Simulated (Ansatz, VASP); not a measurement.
## Two plane-wave programs on LiMgBN2

```
Li Mg B N
1.0
    -1.83327    1.83327    4.44352
     1.83327   -1.83327    4.44352
     1.83327    1.83327   -4.44352
Li Mg B N
1 1 1 2
Direct
  0.25000 0.75000 0.50000
  0.75000 0.25000 0.50000
  0.50000 0.50000 0.00000
  0.65126 0.65126 0.00000
  0.34874 0.34874 0.00000
```

Change from the starting cell: strain -0.040 along x and y, +0.000 along z, atoms carried along.

Alike in both runs: task single point; functional PBE; k mesh 8 × 8 × 8; occupations gaussian, width 0.05 eV; no spin polarisation.

```csv
,VASP,Ansatz
version,VASP 6.6.1,Ansatz 0.2.0
potentials or method,"VASP PAW PBE potentials, release 64 (Li_sv, Mg, B, N)","scalar-relativistic, plane waves, PAW"
plane-wave cutoff (eV),520,420
valence electrons in the cell,18,26
```

Ansatz gave:

* gap on the k mesh at the Fermi level (eV): 2.86
* least direct gap on the mesh (eV): 3.75
* rms of the force components (eV/Å): 0.227

Which values does VASP return?

gap on the k mesh at the Fermi level (eV): 2.86; least direct gap on the mesh (eV): 3.74; rms of the force components (eV/Å): 0.231.

Atom by atom the forces differ by 0.004 eV/Å (rms over components). The two sets of potentials don't hold the same shells in valence.

 A k mesh can miss the band edges.
